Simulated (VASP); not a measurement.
Output of a VASP run:

OSZICAR:
```
       N       E                     dE             d eps       ncg     rms          rms(c)
DAV:   1     0.449195157978E+03    0.44920E+03   -0.22720E+04   500   0.195E+03
DAV:   2     0.155249395357E+02   -0.43367E+03   -0.42281E+03   605   0.480E+02
DAV:   3    -0.206952127749E+02   -0.36220E+02   -0.36067E+02   589   0.153E+02
DAV:   4    -0.215109437233E+02   -0.81573E+00   -0.81470E+00   824   0.214E+01
DAV:   5    -0.215214666750E+02   -0.10523E-01   -0.10520E-01   655   0.186E+00    0.109E+01
DAV:   6    -0.189638989703E+02    0.25576E+01   -0.93768E+00   714   0.414E+01    0.607E+00
DAV:   7    -0.190521963516E+02   -0.88297E-01   -0.16767E+00   520   0.882E+00    0.404E+00
DAV:   8    -0.190882321114E+02   -0.36036E-01   -0.64314E-01   596   0.158E+01    0.171E+00
DAV:   9    -0.190474306890E+02    0.40801E-01   -0.10965E-01   805   0.949E+00    0.645E-01
DAV:  10    -0.190451936485E+02    0.22370E-02   -0.91715E-02   760   0.720E+00    0.327E-01
DAV:  11    -0.190449577707E+02    0.23588E-03   -0.17949E-02   732   0.190E+00    0.630E-02
DAV:  12    -0.190450822921E+02   -0.12452E-03   -0.77491E-04   549   0.243E-01    0.665E-02
DAV:  13    -0.190451457898E+02   -0.63498E-04   -0.47113E-04   587   0.581E-01    0.632E-02
DAV:  14    -0.190451241056E+02    0.21684E-04   -0.12354E-04   646   0.146E-01    0.330E-02
DAV:  15    -0.190451111732E+02    0.12932E-04   -0.73854E-05   598   0.756E-02    0.735E-03
DAV:  16    -0.190451110050E+02    0.16826E-06   -0.19834E-06   441   0.210E-02
   1 F= -.19045111E+02 E0= -.19045111E+02  d E =-.190451E+02
       N       E                     dE             d eps       ncg     rms          rms(c)
DAV:   1    -0.190676416607E+02   -0.22530E-01   -0.40842E-01   570   0.851E+00    0.113E+00
DAV:   2    -0.190482278005E+02    0.19414E-01   -0.82164E-02   541   0.295E+00    0.308E-01
DAV:   3    -0.190466590644E+02    0.15687E-02   -0.24187E-03   579   0.139E+00    0.180E-01
DAV:   4    -0.190462963913E+02    0.36267E-03   -0.12596E-03   803   0.440E-01    0.925E-02
DAV:   5    -0.190462840409E+02    0.12350E-04   -0.13708E-04   656   0.137E-01    0.302E-02
DAV:   6    -0.190462766231E+02    0.74178E-05   -0.26612E-05   871   0.176E-01    0.679E-03
DAV:   7    -0.190462757140E+02    0.90910E-06   -0.30152E-06   512   0.267E-02
   2 F= -.19046276E+02 E0= -.19046276E+02  d E =-.116471E-02
```

OUTCAR:
```
------------------------ aborting loop because EDIFF is reached ----------------------------------------
  FORCE on cell =-STRESS in cart. coord.  units (eV):
  Direction    XX          YY          ZZ          XY          YZ          ZX
  --------------------------------------------------------------------------------------
  Total        0.0545559      0.0545559      0.0545559     -0.0000000      0.0000000     -0.0000000
  in kB        1.1713484      1.1713484      1.1713484     -0.0000000      0.0000000     -0.0000000
  external PRESSURE =       1.1713484 kB  Pullay stress =       0.0000000 kB
  volume of cell :       74.62
      direct lattice vectors                 reciprocal lattice vectors
     4.210064896 -0.000000000  0.000000000     0.237526030  0.000000000  0.000000000
    -0.000000000  4.210064896 -0.000000000     0.000000000  0.237526030  0.000000000
    -0.000000000 -0.000000000  4.210064896    -0.000000000  0.000000000  0.237526030
 POSITION                                       TOTAL-FORCE (eV/Angst)
 -----------------------------------------------------------------------------------
      0.00000      0.00000      0.00000        -0.000000      0.000000      0.000000
      2.10503      2.10503      2.10503         0.000000     -0.000000      0.000000
      2.10503     -0.00000      2.10503        -0.000000     -0.000000      0.000000
     -0.00000      2.10503      2.10503         0.000000     -0.000000      0.000000
      2.10503      2.10503      0.00000        -0.000000      0.000000      0.000000
 -----------------------------------------------------------------------------------
    total drift:                                0.000000     -0.000000     -0.000000
  FREE ENERGIE OF THE ION-ELECTRON SYSTEM (eV)
  ---------------------------------------------------
  free  energy   TOTEN  =       -19.0462757140 eV

  energy  without entropy=      -19.0462757140  energy(sigma->0) =      -19.04627571

 reached required accuracy - stopping structural energy minimisation
```
(Selected blocks of OUTCAR.)

POSCAR:
```
KZnF3
1
    4.2002473927     0.0000000000     0.0000000000
    0.0000000000     4.2002473927     0.0000000000
   -0.0000000000    -0.0000000000     4.2002473927
K Zn F
1 1 3
Direct
  0.0000000000   0.0000000000   0.0000000000
  0.5000000000   0.5000000000   0.5000000000
  0.5000000000   0.0000000000   0.5000000000
  0.0000000000   0.5000000000   0.5000000000
  0.5000000000   0.5000000000   0.0000000000
```

Q: Write an INCAR and KPOINTS that could have produced this output.

A: This is not unique; one that fits is the input of the run itself, RPBE GGA, plane waves, VASP's PBE PAW potentials (set 64).

KPOINTS:
```
Automatic
0
Gamma
5 5 5
0 0 0
```

INCAR:
```
GGA = RP
LWAVE = F
ENCUT = 520   # plane-wave cut-off (eV)
NELM = 100   # most electronic steps
LCHARG = F
LREAL = F
PREC = Accurate
EDIFF = 1E-6   # SCF stop (eV)
LMAXMIX = 4   # l cut-off of mixed one-centre charges
LASPH = T   # aspherical one-centre terms
IBRION = 2
SYSTEM = KZnF3
EDIFFG = -0.02   # ionic stop
ALGO = Normal   # blocked Davidson
ISMEAR = 0   # Gaussian
ISIF = 3   # ions, shape and volume
NSW = 60
SIGMA = 0.05   # width (eV)
```

POTCAR, in this order: K_sv Zn F (PBE.64 set). Program: vasp_std.

The compound is KZnF3 in the cubic perovskite structure. This run relaxes it. Symmetry was kept, so distortions that lower it aren't found. The start is the result of an earlier pass.
